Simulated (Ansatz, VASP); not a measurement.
# Cross-check of Ba2CaMoO6 between VASP and Ansatz

Wanted: the spread between two codes on one cell, functional and k mesh.

Program: Ansatz 0.2.0. Level of theory: plane waves, with VASP 6.6.1 beside it; relaxation of cell and atoms at PBEsol. Results are calculated unless marked as measured.

### Step 1. Set-up

Symmetry: Fm-3m, No. 225, cubic system. The conventional cell has a = 8.380 Å, b = 8.380 Å, c = 8.380 Å, α = 90.00°, β = 90.00°, γ = 90.00°. Nearest to Ba lie 12 O at 2.97 Å. Nearest to Mo lie 6 O at 1.91 Å. Ca has 6 O at 2.28 Å nearest. Nearest to O lie 1 Mo at 1.91 Å and 1 Ca at 2.28 Å and 4 Ba at 2.97 Å. Farther neighbours and most contacts between anions are not listed.

As a file:

```xyz
10
Lattice="0.0000 4.1901 4.1901 4.1901 0.0000 4.1901 4.1901 4.1901 0.0000" Properties=species:S:1:pos:R:3 pbc="T T T"
Ba    6.2851    6.2851    6.2851
Ba    2.0950    2.0950    2.0950
Mo    4.1901    4.1901    4.1901
Ca    0.0000    0.0000    0.0000
O     4.1901    4.1901    6.1019
O     4.1901    4.1901    2.2782
O     4.1901    6.1019    4.1901
O     6.1019    4.1901    4.1901
O     4.1901    2.2782    4.1901
O     2.2782    4.1901    4.1901
```

### Step 2. VASP: relaxation of cell and atoms, PBEsol

The relaxed volume is the usual yardstick between codes: its relative difference is about their pressure difference at one cell divided by the bulk modulus.

Lines of VASP's logs that name or quote its potential files are left out, and so is its time.

The input, INCAR:

```
SYSTEM = Ba2CaMoO6
PREC = Normal
ENCUT = 520
EDIFF = 1E-05
NELM = 120
ISMEAR = 0
SIGMA = 0.05
LREAL = Auto
ALGO = Fast
GGA = PS
NBANDS = 45
LORBIT = 11
LWAVE = .FALSE.
LCHARG = .FALSE.
KPAR = 2
NCORE = 2
IBRION = 2
NSW = 40
ISIF = 3
EDIFFG = -0.03
POTIM = 0.4
```

The input, POSCAR:

```
Ba2CaMoO6
1.0
    0.0000000000      4.1900565000      4.1900565000
    4.1900565000      0.0000000000      4.1900565000
    4.1900565000      4.1900565000      0.0000000000
Ba Mo Ca O
2 1 1 6
Direct
    0.7500000000      0.7500000000      0.7500000000
    0.2500000000      0.2500000000      0.2500000000
    0.5000000000      0.5000000000      0.5000000000
    0.0000000000      0.0000000000      0.0000000000
    0.7281400000      0.7281400000      0.2718600000
    0.2718600000      0.2718600000      0.7281400000
    0.7281400000      0.2718600000      0.7281400000
    0.2718600000      0.7281400000      0.7281400000
    0.2718600000      0.7281400000      0.2718600000
    0.7281400000      0.2718600000      0.2718600000
```

The input, KPOINTS:

```
Automatic mesh
0
Gamma
3 3 3
0 0 0
```

Potentials, in the order of the species: Ba_sv, Mo, Ca_pv and O (PBE family, release 64).

Command:

```bash
$ mpirun -np 4 vasp_std
```

Numbers of over 12 decimals in the logs are rounded to 6 here.

Output:

```text
[banner, memory and clock lines left out]
running    4 mpi-ranks, on    1 nodes
 distrk:  each k-point on    2 cores,    2 groups
 distr:  one band on    2 cores,    1 groups

 POSCAR found type information on POSCAR BaMoCaO
 POSCAR found :  4 types and      10 ions
|                                                                             |
|               ----> ADVICE to this user running VASP <----                  |
|                                                                             |
|     You enforced a specific xc type in the INCAR file but a different       |
|     [... a line on the potential file left out ...]
|     I HOPE YOU KNOW WHAT YOU ARE DOING!                                     |
|                                                                             |

 LDA part: xc-table for (Slater+PW92), standard interpolation
 POSCAR, INCAR and KPOINTS ok, starting setup
 FFT: planning ... GRIDC
 FFT: planning ... GRID_SOFT
 FFT: planning ... GRID
 WAVECAR not read
 entering main loop
       N       E                     dE             d eps       ncg     rms          rms(c)
DAV:   1     0.912085373266E+03    0.91209E+03   -0.29593E+04   376   0.189E+03
DAV:   2     0.767202028429E+02   -0.83537E+03   -0.79345E+03   463   0.516E+02
DAV:   3    -0.808457661467E+02   -0.15757E+03   -0.15429E+03   465   0.190E+02
DAV:   4    -0.920396584277E+02   -0.11194E+02   -0.11159E+02   568   0.524E+01
DAV:   5    -0.922930274579E+02   -0.25337E+00   -0.25306E+00   536   0.722E+00    0.627E+01
RMM:   6    -0.771592006588E+02    0.15134E+02   -0.83802E+01   503   0.316E+01    0.927E+00
RMM:   7    -0.763247574347E+02    0.83444E+00   -0.63550E+00   503   0.134E+01    0.103E+01
RMM:   8    -0.763021206333E+02    0.22637E-01   -0.24849E+00   529   0.753E+00    0.188E+00
RMM:   9    -0.763004316690E+02    0.16890E-02   -0.56709E-01   564   0.310E+00    0.609E-01
RMM:  10    -0.763142286976E+02   -0.13797E-01   -0.16534E-01   586   0.154E+00    0.632E-01
RMM:  11    -0.763153513127E+02   -0.11226E-02   -0.44647E-02   582   0.881E-01    0.656E-01
RMM:  12    -0.763760236985E+02   -0.60672E-01   -0.24928E-01   515   0.190E+00    0.146E+00
RMM:  13    -0.763175880009E+02    0.58436E-01   -0.11834E-01   505   0.147E+00    0.361E-01
RMM:  14    -0.763185889167E+02   -0.10009E-02   -0.42051E-02   565   0.778E-01    0.120E-01
[...]
RMM:  20    -0.763203590732E+02   -0.72411E-04   -0.87455E-04   421   0.100E-01    0.128E-02
RMM:  21    -0.763204167827E+02   -0.57710E-04   -0.60221E-04   330   0.876E-02    0.130E-02
RMM:  22    -0.763204734150E+02   -0.56632E-04   -0.58733E-04   316   0.808E-02    0.131E-02
RMM:  23    -0.763205011410E+02   -0.27726E-04   -0.27962E-04   305   0.778E-02    0.152E-02
RMM:  24    -0.763205362241E+02   -0.35083E-04   -0.39108E-04   298   0.746E-02    0.141E-02
RMM:  25    -0.763205462396E+02   -0.10015E-04   -0.12104E-04   291   0.698E-02    0.132E-02
RMM:  26    -0.763205692542E+02   -0.23015E-04   -0.25503E-04   279   0.674E-02    0.124E-02
RMM:  27    -0.763205732882E+02   -0.40340E-05   -0.50018E-05   267   0.655E-02
   1 F= -.76320573E+02 E0= -.76320573E+02  d E =-.763206E+02
[...]
2 F= -.76320909E+02 E0= -.76320909E+02  d E =-.335538E-03
[...]
WARNING in EDDRMM: call to ZHEGV failed, returncode =   6  3     21
[...]
3 F= -.76368849E+02 E0= -.76368849E+02  d E =-.482757E-01
 curvature:  -0.26 expect dE=-0.425E-02 dE for cont linesearch -0.610E-05
 trial: gam= 0.09508 g(F)=  0.200E-02 g(S)=  0.145E-01 ort =-0.215E-02 (trialstep = 0.899E+00)
 search vector abs. value=  0.178E-01
 bond charge predicted
       N       E                     dE             d eps       ncg     rms          rms(c)
DAV:   1    -0.764189390147E+02   -0.50095E-01   -0.23296E+00   504   0.941E+00    0.148E+00
RMM:   2    -0.763809189793E+02    0.38020E-01   -0.15038E-01   473   0.203E+00    0.518E-01
RMM:   3    -0.763771916576E+02    0.37273E-02   -0.32134E-02   512   0.976E-01    0.264E-01
RMM:   4    -0.763770569716E+02    0.13469E-03   -0.72727E-03   548   0.452E-01    0.110E-01
RMM:   5    -0.763769115244E+02    0.14545E-03   -0.25976E-03   533   0.304E-01    0.487E-02
RMM:   6    -0.763769068173E+02    0.47071E-05   -0.49311E-04   520   0.129E-01    0.234E-02
RMM:   7    -0.763769766970E+02   -0.69880E-04   -0.56751E-04   517   0.112E-01    0.443E-02
RMM:   8    -0.763769260046E+02    0.50692E-04   -0.20358E-04   454   0.789E-02    0.374E-03
RMM:   9    -0.763769347786E+02   -0.87740E-05   -0.86772E-05   406   0.443E-02
   4 F= -.76376935E+02 E0= -.76376935E+02  d E =-.808576E-02
 trial-energy change:   -0.008086  1 .order   -0.007683   -0.014629   -0.000738
 step:   0.9389(harm=  0.9463)  dis= 0.00630  next Energy=   -76.376951 (dE=-0.810E-02)
 reached required accuracy - stopping structural energy minimisation
```

Parts of OUTCAR (step 2):

```text
ion  position               nearest neighbor table
   1  0.750  0.750  0.750-   6 2.97   8 2.97   9 2.97   6 2.97   7 2.97  10 2.97   5 2.97   9 2.97
                            10 2.97   5 2.97   7 2.97   8 2.97   3 3.63   3 3.63   3 3.63   4 3.63
   2  0.250  0.250  0.250-   6 2.97   9 2.97  10 2.97   6 2.97   7 2.97   8 2.97   5 2.97   8 2.97
                             9 2.97   5 2.97   7 2.97  10 2.97   4 3.63   4 3.63   3 3.63   4 3.63
   3  0.500  0.500  0.500-   5 1.91   6 1.91   7 1.91   8 1.91   9 1.91  10 1.91   2 3.63   2 3.63
                             2 3.63   1 3.63   1 3.63   1 3.63   2 3.63   1 3.63
   4  0.000  0.000  0.000-   5 2.28   6 2.28   7 2.28   8 2.28   9 2.28  10 2.28   1 3.63   1 3.63
                             1 3.63   2 3.63   2 3.63   2 3.63   2 3.63   1 3.63
   5  0.728  0.728  0.272-   3 1.91   4 2.28   1 2.97   2 2.97   2 2.97   1 2.97
   6  0.272  0.272  0.728-   3 1.91   4 2.28   2 2.97   2 2.97   1 2.97   1 2.97
   7  0.728  0.272  0.728-   3 1.91   4 2.28   1 2.97   2 2.97   2 2.97   1 2.97
   8  0.272  0.728  0.728-   3 1.91   4 2.28   1 2.97   2 2.97   2 2.97   1 2.97
   9  0.272  0.728  0.272-   3 1.91   4 2.28   2 2.97   2 2.97   1 2.97   1 2.97
  10  0.728  0.272  0.272-   3 1.91   4 2.28   2 2.97   2 2.97   1 2.97   1 2.97

  LATTYP: Found a face centered cubic cell.
 ALAT       =     8.3801130000

 Subroutine GETGRP returns: Found 48 space group operations
 (whereof 48 operations were pure point group operations)

The static configuration has the point symmetry O_h .

 Found      4 irreducible k-points:

   k-points           NKPTS =      4   k-points in BZ     NKDIM =      4   number of bands    NBANDS=     45

   dimension x,y,z NGX =    36 NGY =   36 NGZ =   36
   dimension x,y,z NGXF=    72 NGYF=   72 NGZF=   72

   ENCUT  =  520.0 eV  38.22 Ry    6.18 a.u.  11.02 11.02 11.02*2*pi/ulx,y,z

   NELECT =      70.0000    total number of electrons

 k-points in reciprocal lattice and weights: Automatic mesh
   0.00000000  0.00000000  0.00000000       0.037
   0.33333333  0.00000000  0.00000000       0.296
   0.33333333  0.33333333  0.00000000       0.222
  -0.33333333  0.33333333  0.00000000       0.444

 average (electrostatic) potential at core
       1 -35.1496       2 -35.1496       3 -41.8898       4 -44.2794       5 -71.0005
       6 -71.0005       7 -71.0005       8 -71.0005       9 -71.0005      10 -71.0005

 E-fermi :   2.4719

 k-point     1 :       0.0000    0.0000    0.0000
  band No.  band energies     occupation
    ...
     31       1.9858      2.00000
     32       1.9858      2.00000
     33       2.2361      2.00000
     34       2.2361      2.00000
     35       2.2361      2.00000
     36       4.5015      0.00000
     37       4.5015      0.00000
     38       4.5015      0.00000
     39       6.7294      0.00000
     40       6.7294      0.00000
    ...

 k-point     2 :       0.3333    0.0000    0.0000
  band No.  band energies     occupation
    ...
     31       1.6119      2.00000
     32       1.6119      2.00000
     33       1.8579      2.00000
     34       1.8579      2.00000
     35       2.0254      2.00000
     36       4.7135      0.00000
     37       4.8276      0.00000
     38       4.8277      0.00000
     39       7.8795      0.00000
     40       7.8809      0.00000
    ...

 k-point     3 :       0.3333    0.3333    0.0000
  band No.  band energies     occupation
    ...
     31       1.5659      2.00000
     32       1.5659      2.00000
     33       1.8072      2.00000
     34       1.8072      2.00000
     35       2.1784      2.00000
     36       4.2181      0.00000
     37       5.1417      0.00000
     38       5.1417      0.00000
     39       7.9757      0.00000
     40       8.1482      0.00000
    ...

  Total       -0.0991377     -0.0991377     -0.0991377      0.0000000      0.0000000     -0.0000000
  in kB       -1.0807778     -1.0807778     -1.0807778      0.0000000      0.0000000     -0.0000000
  external PRESSURE =      -1.0807778 kB  Pullay stress =       0.0000000 kB

  energy-cutoff  :      520.00
  volume of cell :      146.96
      direct lattice vectors                 reciprocal lattice vectors
    -0.000000000  4.188523870  4.188523870    -0.119373797  0.119373797  0.119373797
     4.188523870 -0.000000000  4.188523870     0.119373797 -0.119373797  0.119373797
     4.188523870  4.188523870 -0.000000000     0.119373797  0.119373797 -0.119373797

 POSITION                                       TOTAL-FORCE (eV/Angst)
 -----------------------------------------------------------------------------------
      6.28279      6.28279      6.28279         0.000000      0.000000      0.000000
      2.09426      2.09426      2.09426        -0.000000      0.000000      0.000000
      4.18852      4.18852      4.18852        -0.000000      0.000000      0.000000
      4.18852      4.18852      8.37705         0.000000      0.000000      0.000000
      4.18852      4.18852      6.12192         0.000000      0.000000     -0.007201
      4.18852      4.18852      2.25513         0.000000      0.000000      0.007201
      4.18852      6.12192      4.18852         0.000000     -0.007201      0.000000
      6.12192      4.18852      4.18852        -0.007201      0.000000      0.000000
      4.18852      2.25513      4.18852         0.000000      0.007201     -0.000000
      2.25513      4.18852      4.18852         0.007201      0.000000     -0.000000
 -----------------------------------------------------------------------------------
    total drift:                               -0.000000     -0.000000     -0.000000

  FREE ENERGIE OF THE ION-ELECTRON SYSTEM (eV)
  ---------------------------------------------------
  free  energy   TOTEN  =       -76.3769347786 eV

  energy  without entropy=      -76.3769347786  energy(sigma->0) =      -76.37693478

 reached required accuracy - stopping structural energy minimisation

 total charge
# of ion       s       p       d       tot
------------------------------------------
    1        1.993   5.609   0.255   7.857
    2        1.993   5.609   0.255   7.857
    3        0.577   1.019   4.133   5.730
    4        0.273   6.330   0.877   7.480
    5        1.563   3.431   0.000   4.994
    6        1.563   3.431   0.000   4.994
    7        1.563   3.431   0.000   4.994
    8        1.563   3.431   0.000   4.994
    9        1.563   3.431   0.000   4.994
   10        1.563   3.431   0.000   4.994
--------------------------------------------------
tot         14.214  39.152   5.521  58.886

[... 1 further part left out ...]
```

CONTCAR:

```
Ba2CaMoO6
   1.00000000000000
    -0.0000000000000000    4.1885238699784288    4.1885238699784288
     4.1885238699784288   -0.0000000000000000    4.1885238699784288
     4.1885238699784288    4.1885238699784288   -0.0000000000000000
  Ba              Mo              Ca              O
     2     1     1     6
Direct
     0.7500000000000000    0.7500000000000000    0.7500000000000000
     0.2500000000000000    0.2500000000000000    0.2500000000000000
     0.5000000000000000    0.5000000000000000    0.5000000000000000
     1.0000000000000000    1.0000000000000000    0.0000000000000000
     0.7307964028303933    0.7307964028303933    0.2692035971696067
     0.2692035971696067    0.2692035971696067    0.7307964028303933
     0.7307964028303933    0.2692035971696067    0.7307964028303933
     0.2692035971696067    0.7307964028303933    0.7307964028303933
     0.2692035971696067    0.7307964028303933    0.2692035971696067
     0.7307964028303933    0.2692035971696067    0.2692035971696067
```

This run has no spin polarisation, so a moment on Mo, if there is one, isn't seen. Harder data sets than Ba_sv exist (the GW ones), and pressures, volumes and forces can shift noticeably with them. The data set Mo keeps the semicore shell frozen, which is cheaper and a little less accurate.

[end of part 1 of 2]

[Lines on the potential files, build, host, timing and source positions are cut from VASP's logs without a mark.]

[Logs are printed without paths, hosts, clocks, repeated set-up lines and the standing remarks that a program may print on its own settings, such as how far it seeks lower states.]

[Hosts, paths, dates, database ids (printed as entryN), source tags and the programs' standing remarks are cut or masked in the printed files.]
